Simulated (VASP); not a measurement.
Calculation: vdW-DF2, VASP's PBE PAW potentials (set 64) (plane waves; VASP 6.6.1).

The input files of a VASP run:

File POSCAR:
```
Sb
1
    4.5463898339    -2.2371265878     0.1451410863
    4.5463898339     2.2371265878     0.1451410863
    3.3281450860     0.0000000000     3.8234682370
Sb
2
Direct
  0.2261344861   0.2261344861   0.2261344861
  0.7738655139   0.7738655139   0.7738655139
```

**KPOINTS**
```
Automatic mesh
0
gamma
 11 11 11
```

INCAR:
```
AGGAC = 0.0
ALGO = Normal
EDIFF = 1E-7
ENCUT = 520
GGA = ML
ISIF = 2
ISMEAR = -5
LASPH = .TRUE.
LCHARG = .TRUE.
LMAXMIX = 4
LORBIT = 11
LREAL = .FALSE.
LUSE_VDW = .TRUE.
LWAVE = .FALSE.
NEDOS = 601
NELM = 100
PREC = Accurate
SYSTEM = Sb
ZAB_VDW = -1.8867
```

POTCAR, in this order: Sb (PBE.64 set). Program: vasp_std.

Output

OSZICAR:
```
       N       E                     dE             d eps       ncg     rms          rms(c)
DAV:   1     0.431488867545E+02    0.43149E+02   -0.35753E+03  2628   0.851E+02
DAV:   2    -0.188977813171E+01   -0.45039E+02   -0.44498E+02  3951   0.117E+02
DAV:   3    -0.363535069849E+01   -0.17456E+01   -0.17398E+01  3171   0.293E+01
DAV:   4    -0.365342721768E+01   -0.18077E-01   -0.18048E-01  2936   0.334E+00
DAV:   5    -0.365365804052E+01   -0.23082E-03   -0.23061E-03  2935   0.416E-01    0.258E+00
DAV:   6    -0.364378715354E+01    0.98709E-02   -0.25189E-02  2749   0.126E+00    0.156E+00
DAV:   7    -0.364526616907E+01   -0.14790E-02   -0.55705E-02  2706   0.191E+00    0.129E-01
DAV:   8    -0.364547858349E+01   -0.21241E-03   -0.22762E-03  2702   0.454E-01    0.517E-02
DAV:   9    -0.364555226967E+01   -0.73686E-04   -0.19237E-04  2887   0.145E-01    0.296E-02
DAV:  10    -0.364556433017E+01   -0.12060E-04   -0.27568E-05  2758   0.581E-02    0.426E-03
DAV:  11    -0.364556514791E+01   -0.81775E-06   -0.29801E-06  2710   0.189E-02    0.974E-04
DAV:  12    -0.364556583077E+01   -0.68286E-06   -0.39068E-07  2736   0.700E-03    0.299E-04
DAV:  13    -0.364556584076E+01   -0.99893E-08   -0.77130E-09  1334   0.978E-04
   1 F= -.36455658E+01 E0= -.36455658E+01  d E =0.000000E+00
```

### OUTCAR
```
------------------------ aborting loop because EDIFF is reached ----------------------------------------
  FORCE on cell =-STRESS in cart. coord.  units (eV):
  Direction    XX          YY          ZZ          XY          YZ          ZX
  --------------------------------------------------------------------------------------
  Total        0.0004148      0.0439720      0.0391942      0.0000000      0.0000000     -0.0144259
  in kB        0.0087888      0.9317113      0.8304758      0.0000000      0.0000000     -0.3056677
  external PRESSURE =       0.5903253 kB  Pullay stress =       0.0000000 kB
  volume of cell :       75.61
      direct lattice vectors                 reciprocal lattice vectors
     4.546389834 -2.237126588  0.145141086     0.113120854 -0.223500987 -0.098466259
     4.546389834  2.237126588  0.145141086     0.113120854  0.223500987 -0.098466259
     3.328145086  0.000000000  3.823468237    -0.008588267  0.000000000  0.269018319
 POSITION                                       TOTAL-FORCE (eV/Angst)
 -----------------------------------------------------------------------------------
      2.80880      0.00000      0.93026        -0.012936      0.000000     -0.004284
      9.61213      0.00000      3.18349         0.012936      0.000000      0.004284
 -----------------------------------------------------------------------------------
    total drift:                                0.000000      0.000000      0.000000
  FREE ENERGIE OF THE ION-ELECTRON SYSTEM (eV)
  ---------------------------------------------------
  free  energy   TOTEN  =        -3.6455658408 eV

  energy  without entropy=       -3.6455658408  energy(sigma->0) =       -3.64556584

 total charge

# of ion       s       p       d       tot
------------------------------------------
    1        1.259   1.133   0.021   2.412
    2        1.259   1.133   0.021   2.412
--------------------------------------------------
tot          2.517   2.265   0.041   4.824
```
(Selected blocks of OUTCAR.)

For a metal the tetrahedron method with Blöchl corrections gives inexact stress and forces.

The compound is Sb in the a7 structure. It was relaxed first, which changed the volume by +25 %.
